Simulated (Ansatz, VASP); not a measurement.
## AlSi155 (Sigma13 (111) twist boundary in Si) in two plane-wave programs

One calculation is typed for both programs; each brings its own data sets. How far apart do they land? Of the first pair: The structure shown is the start of the Ansatz relaxation below; VASP solves that cell, so the two are compared at the walk's first step.

Program: Ansatz 0.2.0. Level of theory: plane waves, with VASP 6.6.1 beside it; PBE. Results are calculated unless marked as measured.

## (1) The starting structure

The cell holds 156 atoms: 155 Si and 1 Al. Cell: a = 13.846 Å, b = 13.846 Å, c = 18.565 Å, α = 90.0°, β = 90.0°, γ = 120.0°. It derives from Si (diamond-structure). As first built, before any earlier steps moved the atoms or strained the cell (in the runner's words): diamond-structure Si (a = 5.431 A); two grains turned against each other by 27.80 deg about [111]; 1 x 1 coincidence cells, 1 lattice periods a grain, two boundaries a cell, upper grain shifted by [0.67, 0.586] of the boundary cell and opened by 0 A, one atom of each pair nearer than 1.293 A removed; annealed from 600 K for 3 ps and minimised with a classical potential (cell length normal to the plane free). The structure's axis is c. Nearest the centre at fractional (0.040, 0.857, 0.749): Al156 at 0.00 Å, Si154 at 2.36 Å, Si140 at 2.36 Å, Si144 at 2.36 Å, Si139 at 2.38 Å, Si151 at 3.74 Å, Si106 at 3.75 Å, Si143 at 3.75 Å.

## (2) Ansatz: relaxation, PBE

Ansatz runs on its PAW soft_1 files.

The two programs are compared at the cell with which this relaxation starts, whose forces are those of its first step.

Input file input.yaml:

```yaml
crystal:
  lattice:
    - [13.84639, 0.0, 0.0]
    - [-6.92319, 11.99132, 0.0]
    - [0.0, 0.0, 18.56474]
  atoms:
    - { symbol: Si, position: [0.91702, 0.67932, 0.45112] }
    - { symbol: Si, position: [0.92715, 0.67876, 0.07311] }
[... 48 atom lines left out ...]
    - { symbol: Si, position: [0.21791, 0.91178, 0.45112] }
[... 13 atom lines left out ...]
    - { symbol: Si, position: [0.98545, 0.98021, 0.45112] }
[... 31 atom lines left out ...]
    - { symbol: Si, position: [0.13033, 0.22969, 0.9489] }
    - { symbol: Si, position: [0.1247, 0.2248, 0.5646] }
[... 2 atom lines left out ...]
    - { symbol: Si, position: [0.24995, 0.58435, 0.77501] }
[... 1 atom line left out ...]
    - { symbol: Si, position: [0.21791, 0.98021, 0.95112] }
    - { symbol: Si, position: [0.21847, 0.97008, 0.57311] }
    - { symbol: Si, position: [0.24658, 0.1524, 0.60458] }
    - { symbol: Si, position: [0.25788, 0.15842, 0.7315] }
    - { symbol: Si, position: [0.31289, 0.33969, 0.77501] }
[... 1 atom line left out ...]
    - { symbol: Si, position: [0.32252, 0.7669, 0.9489] }
    - { symbol: Si, position: [0.32325, 0.77253, 0.5646] }
    - { symbol: Si, position: [0.35896, 0.94007, 0.6171] }
    - { symbol: Si, position: [0.35375, 0.93373, 0.74293] }
    - { symbol: Si, position: [0.39317, 0.11381, 0.77045] }
    - { symbol: Si, position: [0.38796, 0.10747, 0.89629] }
[... 4 atom lines left out ...]
    - { symbol: Si, position: [0.55754, 0.64728, 0.77501] }
[... 3 atom lines left out ...]
    - { symbol: Si, position: [0.80427, 0.53827, 0.6171] }
    - { symbol: Si, position: [0.80314, 0.54348, 0.74293] }
[... 4 atom lines left out ...]
    - { symbol: Si, position: [0.94379, 0.50406, 0.77045] }
    - { symbol: Si, position: [0.94266, 0.50927, 0.89629] }
    - { symbol: Si, position: [0.91702, 0.91178, 0.95112] }
    - { symbol: Si, position: [0.92715, 0.92247, 0.57311] }
    - { symbol: Si, position: [0.95716, 0.09297, 0.6171] }
    - { symbol: Si, position: [0.9635, 0.0941, 0.74293] }
    - { symbol: Si, position: [0.00811, 0.274, 0.78189] }
[... 1 atom line left out ...]
    - { symbol: Si, position: [0.98545, 0.67932, 0.95112] }
    - { symbol: Si, position: [0.97476, 0.67876, 0.57311] }
    - { symbol: Si, position: [0.04013, 0.8571, 0.6212] }
    - { symbol: Al, position: [0.04013, 0.8571, 0.74916] }
    - { symbol: Si, position: [0.08924, 0.03909, 0.78657] }
    - { symbol: Si, position: [0.09444, 0.04473, 0.91342] }
    - { symbol: Si, position: [0.12897, 0.65065, 0.60458] }
    - { symbol: Si, position: [0.12369, 0.63935, 0.7315] }
    - { symbol: Si, position: [0.17301, 0.808, 0.78657] }
[... 2 atom lines left out ...]
    - { symbol: Si, position: [0.70679, 0.19044, 0.89218] }
    - { symbol: Si, position: [0.66754, 0.57471, 0.9489] }
    - { symbol: Si, position: [0.67243, 0.57398, 0.5646] }
    - { symbol: Si, position: [0.74483, 0.76826, 0.60458] }
    - { symbol: Si, position: [0.73881, 0.77354, 0.7315] }
    - { symbol: Si, position: [0.78342, 0.95344, 0.77045] }
    - { symbol: Si, position: [0.78976, 0.95457, 0.89629] }
    - { symbol: Si, position: [0.85814, 0.72422, 0.78657] }
    - { symbol: Si, position: [0.8525, 0.72379, 0.91342] }
kpoints:
  mp_grid: { grid: [1, 1, 1] }
hamiltonian:
  xc: pbe
  pseudopotentials: { kind: paw, azcp: { folder: soft_1 } }
scf:
  occupations: { method: fermi_dirac, width: 0.05 }
output:
  forces: true
  eigenvalues: true
relax:
  f_tol: 0.05
  max_steps: 90
```

The run is started by

```
$ ansatz run input.yaml --threads 8 --pin off --max-ram 15872MiB --backend cpu --events-out ev --progress --plain --runs-dir out
```

Numbers of over 12 decimals in the logs are rounded to 6 here.

Output:

```text
Warning: the atoms were moved onto the symmetric positions of the space group found under crystal.symmetry.tolerance 1.0e-5 (fractional; no operation is sought that the atoms, as they stand in a round, miss by more than twice it, and no atom is moved by as much as it), and the run uses the moved positions. Before a round's move an operation carried an atom to 1.68e-4 Å from where it should land, the largest such dist [...]
[...]
- { symbol: Si, position: [0.218953, 0.912455, 0.449976] }
    - { symbol: Si, position: [0.218171, 0.922094, 0.072622] }
    - { symbol: Si, position: [0.130643, 0.575487, 0.449002] }
    - { symbol: Si, position: [0.124904, 0.574322, 0.064563] }
    - { symbol: Si, position: [0.247249, 0.768653, 0.103755] }
    - { symbol: Si, position: [0.258459, 0.773640, 0.231048] }
    - { symbol: Si, position: [0.393732, 0.953631, 0.270066] }
    - { symbol: Si, position: [0.388680, 0.955023, 0.395908] }
    - { symbol: Si, position: [0.074381, 0.274997, 0.448648] }
    - { symbol: Si, position: [0.079101, 0.281717, 0.064878] }
    - { symbol: Si, position: [0.192256, 0.462094, 0.112286] }
    - { symbol: Si, position: [0.189448, 0.463558, 0.238648] }
    - { symbol: Si, position: [0.313205, 0.647475, 0.275089] }
    - { symbol: Si, position: [0.311326, 0.642947, 0.401475] }
    - { symbol: Si, position: [0.984775, 0.980576, 0.449976] }
    - { symbol: Si, position: [0.975136, 0.970154, 0.072622] }
    - { symbol: Si, position: [0.128578, 0.152674, 0.103755] }
    - { symbol: Si, position: [0.123591, 0.158897, 0.231048] }
    - { symbol: Si, position: [0.249756, 0.339808, 0.275089] }
    - { symbol: Si, position: [0.254284, 0.342458, 0.401475] }
    - { symbol: Si, position: [0.172865, 0.039198, 0.285966] }
    - { symbol: Si, position: [0.173035, 0.044757, 0.413083] }
    - { symbol: Si, position: [0.040128, 0.857103, 0.120918] }
    - { symbol: Si, position: [0.040128, 0.857103, 0.248687] }
[...]
- { symbol: Al, position: [0.040128, 0.857103, 0.750746] }
[...]
- { symbol: Si, position: [0.667206, 0.574676, 0.949899] }
    - { symbol: Si, position: [0.672598, 0.574282, 0.564683] }
    - { symbol: Si, position: [0.745501, 0.769049, 0.604398] }
    - { symbol: Si, position: [0.737650, 0.773267, 0.731867] }
    - { symbol: Si, position: [0.786040, 0.954613, 0.770309] }
    - { symbol: Si, position: [0.790636, 0.955234, 0.896353] }
    - { symbol: Si, position: [0.852823, 0.720063, 0.787271] }
    - { symbol: Si, position: [0.850494, 0.722890, 0.913550] }
```

## (3) VASP: single point, PBE, start cell, pair 1

The same cell, functional, mesh and smearing now go to VASP, with its own data sets.

Lines of VASP's logs that name or quote its potential files are left out, and so is its time.

Input file INCAR:

```
SYSTEM = AlSi155
PREC = Accurate
ENCUT = 400
EDIFF = 1E-06
NELM = 120
ISMEAR = -1
SIGMA = 0.05
LREAL = Auto
ALGO = Normal
GGA = PE
NBANDS = 420
LORBIT = 11
LWAVE = .FALSE.
LCHARG = .FALSE.
ISIF = 2
LASPH = .TRUE.
GGA_COMPAT = .FALSE.
```

Input file POSCAR:

```
AlSi155
1.0
   13.8463900000      0.0000000000      0.0000000000
   -6.9231900000     11.9913200000      0.0000000000
    0.0000000000      0.0000000000     18.5647400000
Si Al
155 1
Direct
    0.9170214269      0.6793163722      0.4511186260
    0.9271491030      0.6787576347      0.0731117161
[... 48 atom lines left out ...]
    0.2179123775      0.9117761848      0.4511186260
[... 13 atom lines left out ...]
    0.9854534843      0.9802090179      0.4511186260
[... 31 atom lines left out ...]
    0.1303296690      0.2296911433      0.9489009811
    0.1246971214      0.2247959357      0.5646025746
[... 2 atom lines left out ...]
    0.2499490674      0.5843393388      0.7750122005
[... 1 atom line left out ...]
    0.2179104641      0.9802090179      0.9511202419
    0.2184703183      0.9700766888      0.5731079455
    0.2465846577      0.1524019040      0.6045815885
    0.2578861361      0.1584229259      0.7314996062
    0.3128916801      0.3396873739      0.7750122005
[... 1 atom line left out ...]
    0.3225192373      0.7669047278      0.9489009811
    0.3232538066      0.7725337994      0.5646025746
    0.3589596031      0.9400716518      0.6170999432
    0.3537540146      0.9337337341      0.7429298767
    0.3931717729      0.1138073206      0.7704497881
    0.3879589622      0.1074694029      0.8962904948
[... 4 atom lines left out ...]
    0.5575401531      0.6472765300      0.7750122005
[... 3 atom lines left out ...]
    0.8042647984      0.5382726839      0.6170999432
    0.8031328534      0.5434764480      0.7429298767
[... 4 atom lines left out ...]
    0.9437894866      0.5040562674      0.7704497881
    0.9426617112      0.5092683708      0.8962904948
    0.9170187872      0.9117761848      0.9511202419
    0.9271525683      0.9224672513      0.5731079455
    0.9571613908      0.0929672463      0.6170999432
    0.9634947547      0.0940930606      0.7429298767
    0.0081134175      0.2739981920      0.7818908318
[... 1 atom line left out ...]
    0.9854508153      0.6793163722      0.9511202419
    0.9747571800      0.6787576347      0.5731079455
    0.0401251899      0.8571033047      0.6211991119
    0.0892293226      0.0390866060      0.7865717484
    0.0944427105      0.0447323564      0.9134197409
    0.1289723227      0.6506539730      0.6045815885
    0.1236865641      0.6393457935      0.7314996062
    0.1730044831      0.8079927814      0.7865717484
    0.1734431066      0.8027890174      0.9134197409
[... 2 atom lines left out ...]
    0.6675361638      0.5747157110      0.9489009811
    0.6724341422      0.5739818469      0.5646025746
    0.7448280898      0.7682557050      0.6045815885
    0.7388123700      0.7735428627      0.7314996062
    0.7834203632      0.9534396547      0.7704497881
    0.7897651189      0.9545738084      0.8962904948
    0.8581398727      0.7242238553      0.7865717484
    0.8524992530      0.7237902083      0.9134197409
    0.0401251899      0.8571033047      0.7491621213
```

Input file KPOINTS:

```
Automatic mesh
0
Gamma
1 1 1
0 0 0
```

PAW data sets: Si and Al (PBE family, release 64).

The run is started by

```
$ export OMP_NUM_THREADS=3
$ mpirun -np 1 vasp_gam
```

Output:

```text
[banner, memory and clock lines left out]
running    1 mpi-ranks, on    1 nodes
[...]
Offloading initialized ...    1 GPUs detected
[...]
LDA part: xc-table for (Slater+PW92), standard interpolation
 POSCAR, INCAR and KPOINTS ok, starting setup
[...]
entering main loop
       N       E                     dE             d eps       ncg     rms          rms(c)
DAV:   1     0.267532821328E+04    0.26753E+04   -0.23130E+05   840   0.106E+03
DAV:   2    -0.482468412196E+03   -0.31578E+04   -0.29259E+04  1088   0.197E+02
DAV:   3    -0.829613325493E+03   -0.34714E+03   -0.34003E+03  1024   0.587E+01
DAV:   4    -0.839863470365E+03   -0.10250E+02   -0.10157E+02  1040   0.120E+01
[...]
DAV:  16    -0.826242922370E+03   -0.49269E-05   -0.39384E-06   856   0.236E-03    0.562E-03
DAV:  17    -0.826242923679E+03   -0.13088E-05   -0.69026E-07   552   0.107E-03    0.233E-03
DAV:  18    -0.826242924322E+03   -0.64291E-06   -0.22234E-07   528   0.587E-04
   1 F= -.82624292E+03 E0= -.82619996E+03  d E =-.859318E-01
```

From OUTCAR (step 3):

```text
  FREE ENERGIE OF THE ION-ELECTRON SYSTEM (eV)
  ---------------------------------------------------
  free  energy   TOTEN  =      -826.2429243221 eV

  energy  without entropy=     -826.1569925395  energy(sigma->0) =     -826.19995843
```

This run has no spin polarisation. Its electron count is odd, so without a moment it is a metal by construction.

## (4) Comparison

Known differences besides the potentials themselves: Ansatz takes its cutoff from its data sets, VASP runs at 400 eV. Total energies have different zeros and are not compared.

Forces on 10 of the 156 atoms, those with the largest forces and the largest differences (eV/Å; atoms numbered as in POSCAR):

| atom | Ansatz x, y, z | VASP x, y, z |
| --- | --- | --- |
| Si78 | -0.003, 0.009, 0.077 | -0.005, 0.015, 0.077 |
| Si90 | 0.000, 0.002, 0.085 | 0.002, 0.008, 0.086 |
| Si91 | 0.006, -0.002, -0.049 | 0.011, -0.003, -0.056 |
| Si112 | 0.026, -0.167, 0.159 | 0.026, -0.167, 0.157 |
| Si124 | -0.158, 0.061, 0.159 | -0.159, 0.061, 0.158 |
| Si134 | 0.132, 0.106, 0.159 | 0.131, 0.108, 0.159 |
| Si139 | 0.000, 0.000, -0.715 | 0.001, -0.001, -0.720 |
| Si140 | -0.259, 0.633, 0.127 | -0.258, 0.637, 0.126 |
| Si144 | 0.677, -0.093, 0.127 | 0.681, -0.094, 0.126 |
| Si154 | -0.419, -0.540, 0.127 | -0.422, -0.543, 0.125 |

The forces differ by 1.9 meV/Å r.m.s., which is 2.3 % of the r.m.s. force of 0.080 eV/Å (both taken over all components).

## (5) Ansatz: relaxation, PBE

This run makes the geometry at which the two programs are then compared.

The structure compared here is the end of the Ansatz relaxation.

This is the run of step 2 again, met here at its other cell.

## (6) VASP: single point, PBE, relaxed atoms in a fixed cell, pair 2

The same cell, functional, mesh and smearing now go to VASP, with its own data sets.

INCAR is that of step 3.

Input file POSCAR:

```
AlSi155
1.0
   13.8463870000     -0.0000030000      0.0000000000
   -6.9231910000     11.9913240000      0.0000000000
    0.0000000000      0.0000000000     18.5647400000
Si Al
155 1
Direct
    0.9166500000      0.6782800000      0.4499800000
    0.9270800000      0.6790600000      0.0726200000
[... 48 atom lines left out ...]
    0.2189500000      0.9124600000      0.4499800000
[... 13 atom lines left out ...]
    0.9847800000      0.9805800000      0.4499800000
[... 23 atom lines left out ...]
    0.6213200000      0.4059700000      0.7819100000
[... 7 atom lines left out ...]
    0.1306200000      0.2300300000      0.9499000000
    0.1248400000      0.2246300000      0.5646800000
[... 2 atom lines left out ...]
    0.2491200000      0.5827600000      0.7745300000
[... 1 atom line left out ...]
    0.2174000000      0.9793100000      0.9502900000
    0.2180500000      0.9693000000      0.5719400000
    0.2467000000      0.1517300000      0.6044000000
    0.2587700000      0.1595800000      0.7318700000
    0.3144700000      0.3404300000      0.7745300000
[... 1 atom line left out ...]
    0.3225500000      0.7666100000      0.9499000000
    0.3229500000      0.7723900000      0.5646800000
    0.3583900000      0.9398200000      0.6171400000
    0.3552800000      0.9319400000      0.7433500000
    0.3917300000      0.1111900000      0.7703100000
    0.3877500000      0.1066000000      0.8963500000
[... 4 atom lines left out ...]
    0.5568000000      0.6481200000      0.7745300000
[... 3 atom lines left out ...]
    0.8045800000      0.5388400000      0.6171400000
    0.7998100000      0.5419500000      0.7433500000
[... 4 atom lines left out ...]
    0.9426200000      0.5055100000      0.7703100000
    0.9420000000      0.5094800000      0.8963500000
    0.9179200000      0.9121700000      0.9502900000
    0.9279300000      0.9228300000      0.5719400000
    0.9574100000      0.0926500000      0.6171400000
    0.9652900000      0.0974200000      0.7433500000
[... 2 atom lines left out ...]
    0.9850600000      0.6798300000      0.9502900000
    0.9744100000      0.6791800000      0.5719400000
    0.0401300000      0.8571000000      0.6188200000
    0.0903900000      0.0444100000      0.7872700000
    0.0955500000      0.0467400000      0.9135500000
    0.1281800000      0.6505300000      0.6044000000
    0.1239600000      0.6384600000      0.7318700000
    0.1771700000      0.8068400000      0.7872700000
    0.1743400000      0.8016800000      0.9135500000
[... 2 atom lines left out ...]
    0.6672100000      0.5746800000      0.9499000000
    0.6726000000      0.5742800000      0.5646800000
    0.7455000000      0.7690500000      0.6044000000
    0.7376500000      0.7732700000      0.7318700000
    0.7860400000      0.9546100000      0.7703100000
    0.7906400000      0.9552300000      0.8963500000
    0.8528200000      0.7200600000      0.7872700000
    0.8504900000      0.7228900000      0.9135500000
    0.0401300000      0.8571000000      0.7507500000
```

KPOINTS is that of step 3.

Output:

```text
[... set-up lines as in an earlier step ...]
 entering main loop
       N       E                     dE             d eps       ncg     rms          rms(c)
DAV:   1     0.267567798838E+04    0.26757E+04   -0.23130E+05   840   0.106E+03
DAV:   2    -0.481529648051E+03   -0.31572E+04   -0.29231E+04  1080   0.197E+02
DAV:   3    -0.829547735775E+03   -0.34802E+03   -0.34076E+03  1024   0.589E+01
DAV:   4    -0.839906151548E+03   -0.10358E+02   -0.10257E+02  1032   0.121E+01
[...]
DAV:  16    -0.826376108976E+03   -0.55935E-05   -0.44862E-06   872   0.247E-03    0.375E-03
DAV:  17    -0.826376112072E+03   -0.30961E-05   -0.10823E-06   560   0.137E-03    0.217E-03
DAV:  18    -0.826376112222E+03   -0.14991E-06   -0.31757E-07   528   0.688E-04
   1 F= -.82637611E+03 E0= -.82633648E+03  d E =-.792677E-01
```

From OUTCAR (step 6):

```text
  FREE ENERGIE OF THE ION-ELECTRON SYSTEM (eV)
  ---------------------------------------------------
  free  energy   TOTEN  =      -826.3761122218 eV

  energy  without entropy=     -826.2968445606  energy(sigma->0) =     -826.33647839
```

The run ends at a pressure of 0.96 GPa, with forces up to 0.013 eV/Å.

## (7) Comparison

The largest component of a force difference here is 6 meV/Å.

## (8) What came out

- r.m.s. force difference (single point, PBE, start cell, pair 1): 1.9 meV/Å
- r.m.s. force difference (single point, PBE, relaxed atoms in a fixed cell, pair 2): 1.9 meV/Å

**Reading.** The r.m.s. force difference is 1.9 meV/Å (single point, PBE, relaxed atoms in a fixed cell, pair 2), within the 12 meV/Å picked in this series as the mark of a large difference. How closely two codes agree says nothing of how well the functional describes the real material.

[Lines on the potential files, build, host, timing and source positions are cut from VASP's logs without a mark.]

[Logs are printed without paths, hosts, clocks, repeated set-up lines and the standing remarks that a program may print on its own settings, such as how far it seeks lower states.]

[Hosts, paths, dates, database ids (printed as entryN), source tags and the programs' standing remarks are cut or masked in the printed files.]
